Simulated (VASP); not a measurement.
AlN, 4 atoms in the cell. Symmetry: P6_3mc, No. 186, hexagonal system. Conventional cell: a = 3.154 Å, b = 3.154 Å, c = 5.047 Å, α = 90.00°, β = 90.00°, γ = 120.00°. Al (site symmetry 3m) is surrounded by 4 N at 1.92 Å. Around N (site symmetry 3m) lie 4 Al at 1.92 Å. 

```yaml
Program: VASP 6.6.1
Task: single point
Functional: PBE
Potentials_or_basis: VASP PAW PBE potentials, release 64 (Al, N)
Cutoff: 520 eV
k_mesh: 6 × 6 × 4
Occupations: gaussian, width 0.01 eV
Spin: no spin polarisation
Dipole_correction: no
Further_INCAR_settings: ALGO = Fast; EDIFF = 1e-06; NBANDS = 16
```

Potentials or basis: VASP PAW PBE potentials, release 64 (Al, N).

Launch:

```console
$ cat potpaw_PBE.64/Al/POTCAR potpaw_PBE.64/N/POTCAR > POTCAR
$ mpirun -np 1 vasp_std > vasp.out
```

Hardware: 1 thread of Intel(R) Xeon(R) Platinum 8488C (Sapphire Rapids), on a shared host.

Question: Estimate the wall time of this run.

Answer: Run time: 11 s on 1 thread of Intel(R) Xeon(R) Platinum 8488C (Sapphire Rapids) (shared host), peak memory 0.15 GiB. Counts: scf iterations 13, k points 21.
